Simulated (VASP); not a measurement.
All values below come from PBE GGA, VASP's PBE PAW potentials (set 64) (plane waves; VASP).

The input files of a VASP run:

KPOINTS:
```
Automatic mesh
0
Gamma
14 14 14
0 0 0
```

**POSCAR**
```
Nb
1
   -1.6500000000     1.6500000000     1.6500000000
    1.6500000000    -1.6500000000     1.6500000000
    1.6500000000     1.6500000000    -1.6500000000
Nb
1
Direct
  0.0000000000   0.0000000000   0.0000000000
```

**INCAR**
```
LREAL  =  F   # projection in real space or not
NELM  =  100   # most electronic steps
LASPH  =  T   # aspherical one-centre terms
LCHARG  =  F
EDIFF  =  1E-6
LMAXMIX  =  4   # l cut-off of mixed one-centre charges
ALGO  =  Normal   # blocked Davidson
GGA  =  PE
LWAVE  =  F
PREC  =  Accurate
SIGMA  =  0.1
ISIF  =  2
SYSTEM  =  Nb
ISMEAR  =  1   # Methfessel-Paxton
ENCUT  =  650
```

POTCAR, in this order: Nb_sv (PBE.64 set). Program: vasp_std.

The run wrote:

**OSZICAR**
```
       N       E                     dE             d eps       ncg     rms          rms(c)
DAV:   1     0.133353001780E+03    0.13335E+03   -0.84036E+03  2088   0.154E+03
DAV:   2    -0.408753899640E+01   -0.13744E+03   -0.13390E+03  2200   0.483E+02
DAV:   3    -0.102657965241E+02   -0.61783E+01   -0.58368E+01  3170   0.860E+01
DAV:   4    -0.106144385877E+02   -0.34864E+00   -0.34552E+00  2836   0.185E+01
DAV:   5    -0.106336859133E+02   -0.19247E-01   -0.19235E-01  3248   0.342E+00    0.713E+00
DAV:   6    -0.102483790761E+02    0.38531E+00   -0.76630E-01  3228   0.119E+01    0.250E+00
DAV:   7    -0.102054064303E+02    0.42973E-01   -0.23161E-01  3254   0.649E+00    0.946E-01
DAV:   8    -0.102107416236E+02   -0.53352E-02   -0.12772E-02  2436   0.176E+00    0.495E-02
DAV:   9    -0.102107942698E+02   -0.52646E-04   -0.11808E-03  3642   0.385E-01    0.486E-02
DAV:  10    -0.102108138586E+02   -0.19589E-04   -0.28502E-05  2602   0.861E-02    0.189E-02
DAV:  11    -0.102108057684E+02    0.80902E-05   -0.79077E-06  2286   0.601E-02    0.340E-03
DAV:  12    -0.102108055816E+02    0.18679E-06   -0.25027E-07  1228   0.810E-03
   1 F= -.10210806E+02 E0= -.10210776E+02  d E =-.900672E-04
```

**OUTCAR**
```
------------------------ aborting loop because EDIFF is reached ----------------------------------------
  FORCE on cell =-STRESS in cart. coord.  units (eV):
  Direction    XX          YY          ZZ          XY          YZ          ZX
  --------------------------------------------------------------------------------------
  Total        0.1648512      0.1648512      0.1648512      0.0000000      0.0000000     -0.0000000
  in kB       14.6991067     14.6991067     14.6991067      0.0000000      0.0000000     -0.0000000
  external PRESSURE =      14.6991067 kB  Pullay stress =       0.0000000 kB
  volume of cell :       17.97
      direct lattice vectors                 reciprocal lattice vectors
    -1.650000000  1.650000000  1.650000000     0.000000000  0.303030303  0.303030303
     1.650000000 -1.650000000  1.650000000     0.303030303  0.000000000  0.303030303
     1.650000000  1.650000000 -1.650000000     0.303030303  0.303030303  0.000000000
 POSITION                                       TOTAL-FORCE (eV/Angst)
 -----------------------------------------------------------------------------------
      0.00000      0.00000      0.00000         0.000000      0.000000     -0.000000
 -----------------------------------------------------------------------------------
    total drift:                                0.000000      0.000000      0.000000
  FREE ENERGIE OF THE ION-ELECTRON SYSTEM (eV)
  ---------------------------------------------------
  free  energy   TOTEN  =       -10.2108055816 eV

  energy  without entropy=      -10.2107155144  energy(sigma->0) =      -10.21077556
```
(Selected blocks of OUTCAR.)

The compound is Nb in the bcc structure. The cell was not relaxed at this level. The run is one of a series of settings (ENCUT = 650 against the base run), some of them coarse on purpose.
